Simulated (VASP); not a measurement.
OSZICAR of a VASP run on As (a7):

File OSZICAR:
```
       N       E                     dE             d eps       ncg     rms          rms(c)
DAV:   1     0.233971768910E+02    0.23397E+02   -0.37637E+03  2628   0.750E+02
DAV:   2    -0.930818359825E+01   -0.32705E+02   -0.31803E+02  4057   0.112E+02
DAV:   3    -0.102425792398E+02   -0.93440E+00   -0.93010E+00  3041   0.227E+01
DAV:   4    -0.102469840767E+02   -0.44048E-02   -0.44030E-02  3246   0.163E+00
DAV:   5    -0.102469940470E+02   -0.99703E-05   -0.99704E-05  2974   0.700E-02    0.334E+00
DAV:   6    -0.102298199825E+02    0.17174E-01   -0.44155E-03  2870   0.480E-01    0.199E+00
DAV:   7    -0.102201189870E+02    0.97010E-02   -0.97568E-03  2825   0.731E-01    0.677E-02
DAV:   8    -0.102201493305E+02   -0.30344E-04   -0.19506E-04  2726   0.110E-01    0.212E-02
DAV:   9    -0.102201603862E+02   -0.11056E-04   -0.22101E-05  3174   0.362E-02    0.795E-03
DAV:  10    -0.102201597229E+02    0.66333E-06   -0.22902E-06  2088   0.101E-02
   1 F= -.10220160E+02 E0= -.10220232E+02  d E =-.102202E+02
```

Which electronic solver shows in the log?

It is blocked Davidson (ALGO = Normal, or the opening steps of other solvers). The INCAR had ALGO = Normal.

Can the final energy be trusted as converged?

Self-consistency was reached. It stopped with EDIFF = 1E-6, NELM = 100, NSW = 60 and EDIFFG = -0.01 after 1 ionic step (PBEsol GGA, plane waves, VASP's PBE PAW potentials (set 64)).

The compound is As in the a7 structure. It was relaxed first. The start is the result of an earlier pass.
